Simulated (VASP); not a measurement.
Data:

```
PbSe
1.0
    3.76388     0.00000     0.00000
    0.00000     3.76388     0.00000
    0.00000     0.00000     3.76388
Pb Se
1 1
Direct
  0.00000   0.00000   0.00000
  0.50000   0.50000   0.50000
```

Calculation: r2SCAN meta-GGA, VASP's PBE PAW potentials (set 64) (plane waves; VASP). Settings: 400 eV cut-off, 11×11×11 Γ-centred mesh, tetrahedra with Blöchl corrections, potentials Pb_d Se.

Q: Give the energies of bands 7 to 13 at the high-symmetry points, in eV from the Fermi level.

A: 
```
band      Γ      X      M      R
----  -----  -----  -----  -----
7     -7.09  -9.23  -7.65  -6.56
8     -1.53  -0.25  -4.46  -2.40
9     -1.53  -0.25  -4.46  -2.40
10    -1.53  -0.18   0.02  -2.40
11     5.71   0.52   4.57  -0.39
12     5.71   3.72   4.57  -0.39
13     6.58   3.72   5.38  -0.39
```

It has no gap at this level: it comes out as a metal or semimetal.

The structure comes from a computed database's PbSe entry (Pm-3m); how it stands against other phases isn't given here. It was relaxed first.
